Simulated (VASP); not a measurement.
Crystal: CuRu4.

```
CELL_PARAMETERS angstrom
-2.55605 2.55605 2.55605
2.55605 -2.55605 2.55605
2.55605 2.55605 -2.55605
ATOMIC_POSITIONS crystal
Cu 0.00000 0.00000 0.00000
Ru 0.00000 0.00000 0.50000
Ru 0.50000 0.00000 0.00000
Ru 0.00000 0.50000 0.00000
Ru 0.50000 0.50000 0.50000
```

The cell was built by a generator and needn't be a form met in nature.

* Program: VASP 6.6.1
* Task: relaxation of cell and atoms
* Functional: PBE
* Potentials or basis: VASP PAW PBE potentials, release 64 (Cu, Ru_pv)
* Cutoff: 600 eV
* k mesh: 7 × 7 × 7
* Occupations: methfessel-paxton, width 0.2 eV
* Spin: no spin polarisation

At the start: pressure 55.8 GPa; volume 13.36 Å³/atom.

Problem. How do energy, volume and symmetry change on relaxing?

Solution. Over 5 steps the energy falls by 404.1 meV/atom and the volume is 16.15 Å³/atom (+20.9 %); space group Im-3m (No. 229, to 0.05 Å).

Step by step:
| step | energy change (eV) | largest force (eV/Å) | pressure (GPa) | volume (Å³) |
| --- | --- | --- | --- | --- |
| 1 | 0.0000 | 0.0000 | 55.77 | 66.80 |
| 2 | 3.4588 | 0.0000 | -27.52 | 122.60 |
| 3 | -1.9828 | 0.0000 | -4.97 | 83.09 |
| 4 | -2.0176 | 0.0000 | -1.39 | 81.35 |
| 5 | -2.0203 | 0.0000 | 0.03 | 80.73 |

Final structure:
```xyz
5
Lattice="-2.7226 2.7226 2.7226 2.7226 -2.7226 2.7226 2.7226 2.7226 -2.7226" Properties=species:S:1:pos:R:3 pbc="T T T"
Cu    0.0000    0.0000    0.0000
Ru    1.3613    1.3613   -1.3613
Ru   -1.3613    1.3613    1.3613
Ru    1.3613   -1.3613    1.3613
Ru    1.3613    1.3613    1.3613
```

Caveat: the volume moved by over 15 % at a fixed basis, so the end points are rough.
